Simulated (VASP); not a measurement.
Here is the system:

```xyz
4
Lattice="-2.0778 2.9592 3.4993 2.0778 -2.9592 3.4993 2.0778 2.9592 -3.4993" Properties=species:S:1:pos:R:3 pbc="T T T"
Rb     0.0000     0.0000     5.2489
Rb     0.0000     0.0000     1.7496
O      0.0000     3.6990     0.0000
O      0.0000     2.2194     0.0000
```

These are LDA (Ceperley-Alder, Perdew-Zunger), VASP's LDA PAW potentials (set 64) (plane waves; VASP 6.6.1) values and carry that method's errors. Numerical set-up: 400 eV cut-off, 5×5×5 Γ-centred mesh, Gaussian smearing of 0.20 eV, potentials Rb_sv O.

The path is coarsely sampled, so an indirect gap can come out somewhat too large.

Problem. Give the energies of bands 11 to 18 at the high-symmetry points, in eV from the valence-band maximum.

Solution. 
| band | Γ | X | F2 | Y0 | R | W | S | T |
|---|---|---|---|---|---|---|---|---|
| 11 | -5.57 | -5.36 | -5.41 | -5.37 | -5.38 | -5.38 | -5.42 | -5.41 |
| 12 | -4.08 | -4.34 | -3.92 | -4.29 | -3.84 | -3.85 | -4.05 | -3.94 |
| 13 | -4.05 | -3.73 | -3.77 | -3.75 | -3.77 | -3.73 | -3.88 | -3.68 |
| 14 | -0.60 | -0.42 | -0.49 | -0.44 | -0.65 | -0.68 | -0.41 | -0.71 |
| 15 | 0.00 | -0.24 | -0.45 | -0.26 | -0.35 | -0.67 | -0.39 | -0.68 |
| 16 | 1.69 | 2.46 | 2.86 | 2.48 | 3.06 | 3.58 | 2.38 | 3.30 |
| 17 | 3.02 | 3.94 | 3.96 | 3.70 | 3.90 | 3.75 | 4.49 | 3.62 |
| 18 | 4.13 | 4.35 | 5.18 | 4.52 | 5.81 | 4.77 | 4.56 | 4.20 |

The gap is indirect, 1.58 eV, from the valence maximum at Γ to the conduction minimum at Γ-Y0 at 0.25.

The structure comes from a measured Rb2O2 entry of the Crystallography Open Database, whose conditions weren't checked. The cell was not relaxed at this level.
